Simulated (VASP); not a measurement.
Level of theory: G0W0 on PBE orbitals, VASP's PBE PAW potentials (set 64) (plane waves; VASP).

A VASP calculation is set up with these files.

**KPOINTS**
```
Automatic mesh
0
G
 6 6 6
```

**INCAR**
```
# general
SYSTEM     =GaP
PREC       =Normal
ENCUT      =500
LREAL      =F
LASPH      =T
NBANDS     =128

# electronic loop
ALGO       =EVGW0

# smearing
ISMEAR     =0
SIGMA      =0.01

# functional
GGA        =PE

# output
LWAVE      =T
LCHARG     =F

# other
ENCUTGW    =180
NELMGW     =1
NOMEGA     =64
NBANDSGW   =19
LSPECTRALGW=T
```

File POSCAR:
```
GaP
5.450
  0.0000000000   0.5000000000   0.5000000000
  0.5000000000   0.0000000000   0.5000000000
  0.5000000000   0.5000000000   0.0000000000
Ga P
1 1
Cartesian
  0.0000000000   0.0000000000   0.0000000000
  0.2500000000   0.2500000000   0.2500000000
```

POTCAR, in this order: Ga_d_GW P_GW (PBE.64 set). Program: vasp_std. Read from the step before: W*.

The run wrote:

File OUTCAR:
```
 ion  position               nearest neighbor table
   1  0.000  0.000  0.000-   2 2.36   2 2.36   2 2.36   2 2.36
   2  0.250  0.250  0.250-   1 2.36   1 2.36   1 2.36   1 2.36
  LATTYP: Found a face centered cubic cell.
 ALAT       =     5.4500000000
 Subroutine PRICEL returns:
 Original cell was already a primitive cell.
 Subroutine GETGRP returns: Found 24 space group operations
The static configuration has the point symmetry T_d .
The dynamic configuration has the point symmetry T_d .
 Subroutine INISYM returns: Found 24 space group operations
 Subroutine IBZKPT returns following result:
 Found     16 irreducible k-points:

 Following reciprocal coordinates:
            Coordinates               Weight
  0.000000  0.000000  0.000000      1.000000
  0.166667  0.000000  0.000000      8.000000
  0.333333  0.000000  0.000000      8.000000
  0.500000  0.000000  0.000000      4.000000
  0.166667  0.166667  0.000000      6.000000
  0.333333  0.166667  0.000000     24.000000
  0.500000  0.166667  0.000000     24.000000
 -0.333333  0.166667  0.000000     24.000000
 -0.166667  0.166667  0.000000     12.000000
...
```

OSZICAR:
```
energies w=
    0.000    0.000    0.428    0.000    0.856    0.000    1.281    0.000
    1.704    0.000    2.123    0.000    2.538    0.000    2.948    0.000
    3.352    0.000    3.752    0.000    4.146    0.000    4.534    0.000
    4.917    0.000    5.295    0.000    5.669    0.000    6.037    0.000
    6.403    0.000    6.764    0.000    7.123    0.000    7.480    0.000
    7.836    0.000    8.191    0.000    8.546    0.000    8.903    0.000
    9.261    0.000    9.622    0.000    9.987    0.000   10.357    0.000
   10.733    0.000   11.116    0.000   11.508    0.000   11.909    0.000
   12.323    0.000   12.749    0.000   13.192    0.000   13.651    0.000
   14.131    0.000   14.633    0.000   15.162    0.000   15.720    0.000
   16.312    0.000   16.943    0.000   17.619    0.000   18.346    0.000
   19.134    0.000   19.990    0.000   20.928    0.000   21.962    0.000
   23.110    0.000   24.393    0.000   25.841    0.000   27.489    0.000
   29.385    0.000   31.590    0.000   34.191    0.000   37.305    0.000
   41.101    0.000   45.831    0.000   51.882    0.000   59.894    0.000
   70.987    0.000   87.335    0.000  113.772    0.000  163.676    0.000
NQ=   1    0.0000    0.0000    0.0000,
 performed        540000 updates of chi_q(r,r)
NQ=   2    0.1667    0.0000    0.0000,
 performed       1411000 updates of chi_q(r,r)
NQ=   3    0.3333    0.0000    0.0000,
 performed       2282000 updates of chi_q(r,r)
NQ=   4    0.5000    0.0000    0.0000,
 performed       3036000 updates of chi_q(r,r)
NQ=   5    0.1667    0.1667    0.0000,
 performed       3907000 updates of chi_q(r,r)
NQ=   6    0.3333    0.1667    0.0000,
 performed       5196000 updates of chi_q(r,r)
NQ=   7    0.5000    0.1667    0.0000,
 performed       6485000 updates of chi_q(r,r)
NQ=   8   -0.3333    0.1667    0.0000,
 performed       7774000 updates of chi_q(r,r)
NQ=   9   -0.1667    0.1667    0.0000,
 performed       8907000 updates of chi_q(r,r)
NQ=  10    0.3333    0.3333    0.0000,
 performed       9778000 updates of chi_q(r,r)
NQ=  11    0.5000    0.3333    0.0000,
 performed      11067000 updates of chi_q(r,r)
NQ=  12   -0.3333    0.3333    0.0000,
 performed      12200000 updates of chi_q(r,r)
NQ=  13    0.5000    0.5000    0.0000,
 performed      12886000 updates of chi_q(r,r)
NQ=  14    0.5000    0.3333    0.1667,
 performed      14321000 updates of chi_q(r,r)
NQ=  15   -0.3333    0.3333    0.1667,
 performed      15678000 updates of chi_q(r,r)
NQ=  16   -0.3333    0.5000    0.1667,
 performed      16816000 updates of chi_q(r,r)
 resolving degeneracies of screened two electron integrals
```

### OUTCAR
```


 k-point   1 :       0.0000    0.0000    0.0000
  band No.  KS-energies  QP-energies   sigma(KS)   V_xc(KS)     V^pw_x(r,r')   Z            occupation Imag(sigma)

      1     -10.1850     -12.4408     -24.9926     -21.6800     -35.0146       0.6810       2.0000       0.1810
      2     -10.1850     -12.4408     -24.9926     -21.6800     -35.0146       0.6810       2.0000       0.1810
      3     -10.1850     -12.4408     -24.9926     -21.6800     -35.0146       0.6810       2.0000       0.1810
      4     -10.0857     -12.3810     -25.1562     -21.8047     -35.1524       0.6848       2.0000       0.1490
      5     -10.0857     -12.3810     -25.1562     -21.8047     -35.1524       0.6848       2.0000       0.1490
      6      -8.1273      -8.5791     -12.0760     -11.3656     -18.6865       0.6359       2.0000       0.9834
      7       4.3671       3.8169     -13.3361     -12.6135     -14.3591       0.7613       2.0000       0.0357
      8       4.3671       3.8169     -13.3361     -12.6135     -14.3591       0.7613       2.0000       0.0357
      9       4.3671       3.8169     -13.3361     -12.6135     -14.3591       0.7613       2.0000       0.0357
     10       6.1923       6.5449     -11.1701     -11.6270      -7.1635       0.7716       0.0000      -0.0484
     11       8.2507       8.4659     -10.2067     -10.4872      -5.9231       0.7672       0.0000      -0.0621
     12       8.2507       8.4659     -10.2067     -10.4872      -5.9231       0.7672       0.0000      -0.0621
     13       8.2507       8.4659     -10.2067     -10.4872      -5.9231       0.7672       0.0000      -0.0621
     14      13.1854      13.1869      -8.2851      -8.2870      -2.8268       0.7620       0.0000      -0.2499
     15      14.0935      14.3490     -10.4924     -10.8337      -5.0151       0.7488       0.0000      -0.2542
     16      14.0935      14.3490     -10.4924     -10.8337      -5.0151       0.7488       0.0000      -0.2542
     17      16.8128      16.6565      -8.4611      -8.2535      -2.4702       0.7528       0.0000      -0.5137
     18      16.8128      16.6565      -8.4611      -8.2535      -2.4702       0.7528       0.0000      -0.5137
     19      16.8128      16.6565      -8.4611      -8.2535      -2.4702       0.7528       0.0000      -0.5137

 k-point   2 :       0.1667    0.0000    0.0000
  band No.  KS-energies  QP-energies   sigma(KS)   V_xc(KS)     V^pw_x(r,r')   Z            occupation Imag(sigma)

      1     -10.2082     -12.4363     -24.8248     -21.5495     -34.8199       0.6803       2.0000       0.1935
      2     -10.1774     -12.4362     -25.0100     -21.6952     -35.0345       0.6814       2.0000       0.1807
      3     -10.1774     -12.4362     -25.0100     -21.6952     -35.0345       0.6814       2.0000       0.1807
      4     -10.0858     -12.3782     -25.1549     -21.8041     -35.1526       0.6841       2.0000       0.1491
      5     -10.0858     -12.3782     -25.1549     -21.8041     -35.1526       0.6841       2.0000       0.1491
      6      -7.7713      -8.2500     -12.2987     -11.5543     -18.8070       0.6430       2.0000       0.9511
      7       1.9787       1.4239     -12.6518     -11.9060     -14.3475       0.7439       2.0000       0.0610
      8       3.9960       3.4326     -13.1159     -12.3747     -14.2242       0.7601       2.0000       0.0381
      9       3.9960       3.4326     -13.1159     -12.3747     -14.2242       0.7601       2.0000       0.0381
     10       6.7804       7.0779     -10.7471     -11.1334      -6.7118       0.7701       0.0000      -0.0514
     11       8.7994       9.0237     -10.3725     -10.6675      -5.9184       0.7602       0.0000      -0.0703
     12       8.7994       9.0237     -10.3725     -10.6675      -5.9184       0.7602       0.0000      -0.0703
     13       9.3941       9.5858     -10.7535     -11.0083      -6.1466       0.7524       0.0000      -0.0824
     14      13.2935      13.4475      -9.9158     -10.1205      -4.6149       0.7524       0.0000      -0.2242
     15      13.2935      13.4475      -9.9158     -10.1205      -4.6149       0.7524       0.0000      -0.2242
     16      14.4315      14.4109      -8.5020      -8.4749      -2.8075       0.7590       0.0000      -0.3319
     17      16.1650      16.0400      -8.3619      -8.1966      -2.5540       0.7564       0.0000      -0.4303
     18      18.8813      18.8385      -9.1955      -9.1384      -2.8222       0.7484       0.0000      -0.6813
     19      18.8813      18.8385      -9.1955      -9.1384      -2.8222       0.7484       0.0000      -0.6813

 k-point   3 :       0.3333    0.0000    0.0000
  band No.  KS-energies  QP-energies   sigma(KS)   V_xc(KS)     V^pw_x(r,r')   Z            occupation Imag(sigma)

      1     -10.2488     -12.4393     -24.5978     -21.3732     -34.5597       0.6793       2.0000       0.2107
      2     -10.1650     -12.4281     -25.0351     -21.7159     -35.0606       0.6818       2.0000       0.1793
      3     -10.1650     -12.4281     -25.0351     -21.7159     -35.0606       0.6818       2.0000       0.1793
      4     -10.0826     -12.3780     -25.1630     -21.8133     -35.1675       0.6852       2.0000       0.1496
      5     -10.0826     -12.3780     -25.1630     -21.8133     -35.1675       0.6852       2.0000       0.1496
      6      -6.8246      -7.3467     -12.7691     -11.9851     -18.9809       0.6660       2.0000       0.8564
      7      -0.8423      -1.4281     -12.1088     -11.2803     -15.1911       0.7071       2.0000       0.1759
      8       3.4600       2.8685     -12.9287     -12.1467     -14.2332       0.7564       2.0000       0.0431
      9       3.4600       2.8685     -12.9287     -12.1467     -14.2332       0.7564       2.0000       0.0431
     10       6.2654       6.5242     -10.5207     -10.8544      -6.6474       0.7754       0.0000      -0.0482
     11       9.1756       9.3831     -10.1591     -10.4329      -5.5968       0.7581       0.0000      -0.0768
     12       9.1756       9.3831     -10.1591     -10.4329      -5.5968       0.7581       0.0000      -0.0768
     13      11.9665      12.0658     -10.2834     -10.4187      -4.7455       0.7337       0.0000      -0.1947
     14      13.9705      14.1236     -10.1536     -10.3578      -4.5404       0.7498       0.0000      -0.2999
     15      13.9705      14.1236     -10.1536     -10.3578      -4.5404       0.7498       0.0000      -0.2999
     16      14.0683      13.9922      -8.3524      -8.2525      -2.7869       0.7609       0.0000      -0.2976
     17      19.1673      19.2195      -9.7335      -9.8045      -3.1118       0.7343       0.0000      -0.7017
     18      20.8283      20.9614     -10.7502     -10.9319      -3.6246       0.7318       0.0000      -0.9985
     19      20.8283      20.9614     -10.7502     -10.9319      -3.6246       0.7318       0.0000      -0.9985

 k-point   4 :       0.5000    0.0000    0.0000
  band No.  KS-energies  QP-energies   sigma(KS)   V_xc(KS)     V^pw_x(r,r')   Z            occupation Imag(sigma)

      1     -10.2668     -12.4417     -24.5162     -21.3093     -34.4665       0.6782       2.0000       0.2177
      2     -10.1606     -12.4252     -25.0413     -21.7201     -35.0648       0.6819       2.0000       0.1784
      3     -10.1606     -12.4252     -25.0413     -21.7201     -35.0648       0.6819       2.0000       0.1784
      4     -10.0788     -12.3760     -25.1740     -21.8243     -35.1840       0.6858       2.0000       0.1501
      5     -10.0788     -12.3760     -25.1740     -21.8243     -35.1840       0.6858       2.0000       0.1501
      6      -6.0618      -6.5992     -13.2527     -12.4603     -19.2508       0.6782       2.0000       0.7727
      7      -2.2684      -2.8515     -11.5778     -10.7440     -15.2811       0.6993       2.0000       0.3001
      8       3.2485       2.6447     -12.8790     -12.0796     -14.2682       0.7552       2.0000       0.0452
      9       3.2485       2.6447     -12.8790     -12.0796     -14.2682       0.7552       2.0000       0.0452
     10       6.0389       6.2883     -10.5288     -10.8498      -6.7238       0.7769       0.0000      -0.0469
     11       9.0796       9.2685      -9.9786     -10.2270      -5.4682       0.7605       0.0000      -0.0747
     12       9.0796       9.2685      -9.9786     -10.2270      -5.4682       0.7605       0.0000      -0.0747
     13      12.6514      12.5093      -8.5646      -8.3740      -3.0571       0.7454       0.0000      -0.2201
     14      15.2567      15.3610      -9.9061     -10.0476      -3.7779       0.7377       0.0000      -0.3944
     15      15.9787      16.2116     -10.6191     -10.9352      -4.3450       0.7370       0.0000      -0.4833
     16      15.9787      16.2116     -10.6191     -10.9352      -4.3450       0.7370       0.0000      -0.4833
     17      17.9522      17.9850     -10.3689     -10.4131      -3.9519       0.7417       0.0000      -0.6604
     18      17.9522      17.9850     -10.3689     -10.4131      -3.9519       0.7417       0.0000      -0.6604
     19      18.0197      18.2407     -10.6162     -10.9167      -3.9115       0.7357       0.0000      -0.6915

 k-point   5 :       0.1667    0.1667    0.0000
  band No.  KS-energies  QP-energies   sigma(KS)   V_xc(KS)     V^pw_x(r,r')   Z            occupation Imag(sigma)

      1     -10.2220     -12.4419     -24.7804     -21.5147     -34.7707       0.6798       2.0000       0.1962
      2     -10.1696     -12.4313     -25.0281     -21.7105     -35.0548       0.6818       2.0000       0.1801
      3     -10.1696     -12.4313     -25.0281     -21.7105     -35.0548       0.6818       2.0000       0.1801
      4     -10.0935     -12.3806     -25.1311     -21.7829     -35.1236       0.6831       2.0000       0.1500
      5     -10.0805     -12.3779     -25.1663     -21.8149     -35.1676       0.6855       2.0000       0.1486
      6      -7.6532      -8.1392     -12.3435     -11.5949     -18.8139       0.6493       2.0000       0.9418
      7       2.1106       1.5978     -12.9492     -12.2611     -14.5542       0.7451       2.0000       0.0578
      8       3.3649       2.7761     -12.7527     -11.9748     -14.0387       0.7568       2.0000       0.0435
      9       3.3649       2.7761     -12.7527     -11.9748     -14.0387       0.7568       2.0000       0.0435
     10       7.1422       7.3612     -10.1328     -10.4164      -6.1127       0.7722       0.0000      -0.0538
     11       8.1674       8.3814     -10.8744     -11.1555      -6.5422       0.7612       0.0000      -0.0634
     12       9.7779      10.0147     -10.7438     -11.0599      -6.0082       0.7492       0.0000      -0.0917
     13       9.7779      10.0147     -10.7438     -11.0599      -6.0082       0.7492       0.0000      -0.0917
...
```
(Selected blocks of OUTCAR.)

The mesh is coarse and the basis finite, so the quasiparticle values are not converged.

The compound is GaP in the zinc blende structure. The cell was not relaxed at this level.
